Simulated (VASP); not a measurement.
```yaml
crystal:
  lattice:
    - [0.00000, 1.92993, 1.92993]
    - [1.92993, 0.00000, 1.92993]
    - [1.92993, 1.92993, 0.00000]
  atoms:
    - { symbol: Rh, position: [0.00000, 0.00000, 0.00000] }
```

These are vdW-DF-cx, VASP's PBE PAW potentials (set 64) (plane waves; VASP) values and carry that method's errors. Run with 520 eV cut-off, 16×16×16 Γ-centred mesh, first-order Methfessel-Paxton smearing of 0.10 eV, potentials Rh_pv.

Task: Give the stress tensor in GPa (positive for a compressed cell).

Result: 
```
-14.56    0.00    0.00
  0.00  -14.56    0.00
  0.00    0.00  -14.56
```
The pressure is its mean diagonal, -14.56 GPa.

The compound is Rh in the fcc structure. This cell is one point of a volume scan, at 1.06 of the reference volume.
